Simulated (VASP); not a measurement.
All values below come from r2SCAN+rVV10, VASP's PBE PAW potentials (set 64) (plane waves; VASP).

VASP input:

**INCAR**
```
SYSTEM = SrCl2
PREC = Accurate
ENCUT = 520
EDIFF = 1E-7
NELM = 100
ALGO = Normal
LREAL = .FALSE.
LASPH = .TRUE.
ISMEAR = -5
METAGGA = R2SCAN
LUSE_VDW = .TRUE.
BPARAM = 11.95
CPARAM = 0.0093
LMIXTAU = .TRUE.
LMAXMIX = 4
LWAVE = .FALSE.
LCHARG = .FALSE.
LORBIT = 11
NEDOS = 601
ISIF = 2
LEFG = .TRUE.
```

### POSCAR
```
SrCl2
1
    0.0000000000     3.4798102632     3.4798102632
    3.4798102632     0.0000000000     3.4798102632
    3.4798102632     3.4798102632    -0.0000000000
Sr Cl
1 2
Direct
  0.0000000000   0.0000000000   0.0000000000
  0.2500000000   0.2500000000   0.2500000000
  0.7500000000   0.7500000000   0.7500000000
```

### KPOINTS
```
kpoints
0
Gamma
  6 6 6
```

KPOINTS_OPT:
```
k-points along high-symmetry lines
10
Line-mode
Reciprocal
  0.000000   0.000000   0.000000 ! GAMMA
  0.500000   0.000000   0.500000 ! X

  0.500000   0.000000   0.500000 ! X
  0.625000   0.250000   0.625000 ! U

  0.375000   0.375000   0.750000 ! K
  0.000000   0.000000   0.000000 ! GAMMA

  0.000000   0.000000   0.000000 ! GAMMA
  0.500000   0.500000   0.500000 ! L

  0.500000   0.500000   0.500000 ! L
  0.500000   0.250000   0.750000 ! W

  0.500000   0.250000   0.750000 ! W
  0.500000   0.000000   0.500000 ! X
```

POTCAR, in this order: Sr_sv Cl (PBE.64 set). Program: vasp_std.

What VASP printed:

### OSZICAR
```
       N       E                     dE             d eps       ncg     rms          rms(c)
DAV:   1     0.126452540882E+03    0.12645E+03   -0.12067E+04   512   0.139E+03
DAV:   2    -0.326540285299E+02   -0.15911E+03   -0.15760E+03   728   0.260E+02
DAV:   3    -0.417120307599E+02   -0.90580E+01   -0.90487E+01   856   0.647E+01
DAV:   4    -0.419297734354E+02   -0.21774E+00   -0.21771E+00   816   0.805E+00
DAV:   5    -0.419316024220E+02   -0.18290E-02   -0.18289E-02   800   0.760E-01    0.121E+01
DAV:   6    -0.355631806253E+02    0.63684E+01   -0.23711E+00   848   0.119E+01    0.846E+00
DAV:   7    -0.342408462894E+02    0.13223E+01   -0.10197E+00   800   0.102E+01    0.115E+00
DAV:   8    -0.350627512033E+02   -0.82190E+00   -0.10570E+00   696   0.956E+00    0.206E+00
DAV:   9    -0.344506476725E+02    0.61210E+00   -0.14045E-01   672   0.485E+00    0.147E+00
DAV:  10    -0.345440882019E+02   -0.93441E-01   -0.11776E-02   776   0.123E+00    0.129E+00
DAV:  11    -0.349657945216E+02   -0.42171E+00   -0.18349E-01   528   0.463E+00    0.528E-01
DAV:  12    -0.350232194019E+02   -0.57425E-01   -0.22399E-02   632   0.171E+00    0.288E-01
DAV:  13    -0.349947213250E+02    0.28498E-01   -0.35958E-02   512   0.240E+00    0.593E-01
DAV:  14    -0.350282373767E+02   -0.33516E-01   -0.16173E-02   512   0.160E+00    0.269E-01
DAV:  15    -0.350401458847E+02   -0.11909E-01   -0.26898E-03   512   0.633E-01    0.170E-01
DAV:  16    -0.350400781668E+02    0.67718E-04   -0.48957E-05   792   0.704E-02    0.116E-01
DAV:  17    -0.350406019390E+02   -0.52377E-03   -0.11848E-04   520   0.152E-01    0.587E-02
DAV:  18    -0.350406725938E+02   -0.70655E-04   -0.41488E-05   560   0.720E-02    0.296E-02
DAV:  19    -0.350406893359E+02   -0.16742E-04   -0.13632E-05   576   0.511E-02    0.193E-02
DAV:  20    -0.350406891575E+02    0.17836E-06   -0.10089E-05   776   0.280E-02    0.127E-02
DAV:  21    -0.350406901815E+02   -0.10240E-05   -0.78532E-07   680   0.913E-03    0.823E-03
DAV:  22    -0.350406900625E+02    0.11906E-06   -0.66299E-07   696   0.633E-03    0.606E-03
DAV:  23    -0.350406902649E+02   -0.20238E-06   -0.41523E-07   592   0.719E-03    0.291E-03
DAV:  24    -0.350406907960E+02   -0.53118E-06   -0.22888E-07   416   0.652E-03    0.133E-03
DAV:  25    -0.350406907771E+02    0.18955E-07   -0.19341E-08   360   0.129E-03
   1 F= -.35040691E+02 E0= -.35040691E+02  d E =0.000000E+00
       N       E                     dE             ncg
       N       E                     dE             ncg
       N       E                     dE             ncg
       N       E                     dE             ncg
```

### OUTCAR
```
------------------------ aborting loop because EDIFF is reached ----------------------------------------
  FORCE on cell =-STRESS in cart. coord.  units (eV):
  Direction    XX          YY          ZZ          XY          YZ          ZX
  --------------------------------------------------------------------------------------
  Total       -0.0196381     -0.0196381     -0.0196381      0.0000000      0.0000000      0.0000000
  in kB       -0.3733468     -0.3733468     -0.3733468      0.0000000      0.0000000      0.0000000
  external PRESSURE =      -0.3733468 kB  Pullay stress =       0.0000000 kB
  volume of cell :       84.27
      direct lattice vectors                 reciprocal lattice vectors
     0.000000000  3.479810263  3.479810263    -0.143685995  0.143685995  0.143685995
     3.479810263  0.000000000  3.479810263     0.143685995 -0.143685995  0.143685995
     3.479810263  3.479810263  0.000000000     0.143685995  0.143685995 -0.143685995
 POSITION                                       TOTAL-FORCE (eV/Angst)
 -----------------------------------------------------------------------------------
      0.00000      0.00000      0.00000         0.000000      0.000000     -0.000000
      1.73991      1.73991      1.73991        -0.000000     -0.000000      0.000000
      5.21972      5.21972      5.21972        -0.000000      0.000000     -0.000000
 -----------------------------------------------------------------------------------
    total drift:                               -0.000000     -0.000000      0.000000
  FREE ENERGIE OF THE ION-ELECTRON SYSTEM (eV)
  ---------------------------------------------------
  free  energy   TOTEN  =       -35.0406907771 eV

  energy  without entropy=      -35.0406907771  energy(sigma->0) =      -35.04069078

 total charge

# of ion       s       p       d       tot
------------------------------------------
    1        1.996   5.864   0.141   8.000
    2        1.599   3.614   0.000   5.213
    3        1.599   3.614   0.000   5.213
--------------------------------------------------
tot          5.194  13.091   0.141  18.426

 Electric field gradients after diagonalization (V/A^2)
 (convention: |V_zz| > |V_xx| > |V_yy|)
----------------------------------------------------------------------
 ion       V_xx      V_yy      V_zz     asymmetry (V_yy - V_xx)/ V_zz
----------------------------------------------------------------------
   1       0.000     0.000    -0.000       0.000
   2      -0.000    -0.000     0.001       0.000
   3      -0.000    -0.000     0.001       0.000
```
(Selected blocks of OUTCAR.)

### OUTCAR
```
 val. band max:       -0.1791516935   @ k =   0.5000   0.5000   0.0000

 cond. band min:       5.6711298971   @ k =   0.0000   0.0000   0.0000


 Fermi energy:        -0.1540440869

 k-point     1 :       0.0000    0.0000    0.0000
  band No.  band energies     occupation
      1     -34.0740      2.00000
      2     -15.4518      2.00000
      3     -15.4518      2.00000
      4     -15.4518      2.00000
      5     -14.0961      2.00000
      6     -13.2018      2.00000
      7      -2.3655      2.00000
      8      -2.3655      2.00000
      9      -2.3655      2.00000
     10      -0.5333      2.00000
     11      -0.5333      2.00000
     12      -0.5333      2.00000
     13       5.6711      0.00000
     14       6.4680      0.00000
     15       6.4680      0.00000
     16       9.3725      0.00000

 k-point     2 :       0.1667    0.0000    0.0000
  band No.  band energies     occupation
      1     -34.0731      2.00000
      2     -15.5599      2.00000
      3     -15.4555      2.00000
      4     -15.4555      2.00000
      5     -13.9237      2.00000
      6     -13.2609      2.00000
      7      -2.2617      2.00000
      8      -2.2617      2.00000
      9      -2.1770      2.00000
     10      -0.8392      2.00000
     11      -0.6848      2.00000
     12      -0.6848      2.00000
     13       6.2447      0.00000
     14       6.6746      0.00000
     15       6.6746      0.00000
     16       8.4450      0.00000

 k-point     3 :       0.3333    0.0000    0.0000
  band No.  band energies     occupation
      1     -34.0713      2.00000
      2     -15.7209      2.00000
      3     -15.4627      2.00000
      4     -15.4627      2.00000
      5     -13.6994      2.00000
      6     -13.3039      2.00000
      7      -1.9988      2.00000
      8      -1.9988      2.00000
      9      -1.8167      2.00000
     10      -1.3621      2.00000
     11      -1.0229      2.00000
     12      -1.0229      2.00000
     13       6.9889      0.00000
...
```

The compound is SrCl2 in the fluorite structure. It was relaxed first.
